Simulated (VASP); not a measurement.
Given:

```
CELL_PARAMETERS angstrom
      3.01801     0.00000     0.00000
     -1.50900     2.61367     0.00000
      0.00000     0.00000     3.18646
ATOMIC_POSITIONS crystal
  Ti 0.00000 0.00000 0.00000
  B  0.33333 0.66667 0.50000
  B  0.66667 0.33333 0.50000
```

The numbers are results of PBEsol GGA, VASP's PBE PAW potentials (set 64) (plane waves; VASP), not measurements. Run with 520 eV cut-off, Gaussian smearing of 0.050 eV, potentials Ti_sv B.

Q: Give the energies of bands 6 to 12 at the high-symmetry points, in eV from the Fermi level.

A: 
```json
[
 {"band": "6", "Γ": "-2.77", "M": "-9.30", "K": "-8.41", "A": "-7.76", "L": "-7.61", "H": "-8.69"},
 {"band": "7", "Γ": "-2.77", "M": "-3.37", "K": "-7.52", "A": "-0.63", "L": "-4.82", "H": "-5.81"},
 {"band": "8", "Γ": "-2.28", "M": "-3.29", "K": "-1.92", "A": "-0.63", "L": "-3.98", "H": "-3.28"},
 {"band": "9", "Γ": "-2.25", "M": "-2.42", "K": "-1.92", "A": "-0.32", "L": "-3.22", "H": "-3.28"},
 {"band": "10", "Γ": "1.89", "M": "1.32", "K": "1.35", "A": "-0.32", "L": "2.55", "H": "2.56"},
 {"band": "11", "Γ": "1.89", "M": "2.74", "K": "1.35", "A": "0.37", "L": "2.94", "H": "4.38"},
 {"band": "12", "Γ": "3.77", "M": "3.25", "K": "1.92", "A": "0.37", "L": "4.64", "H": "4.38"}
]
```

It has no gap at this level: it comes out as a metal or semimetal.

The structure comes from a measured TiB2 entry (P6/mmm) of the Crystallography Open Database, whose conditions weren't checked. It was relaxed first.
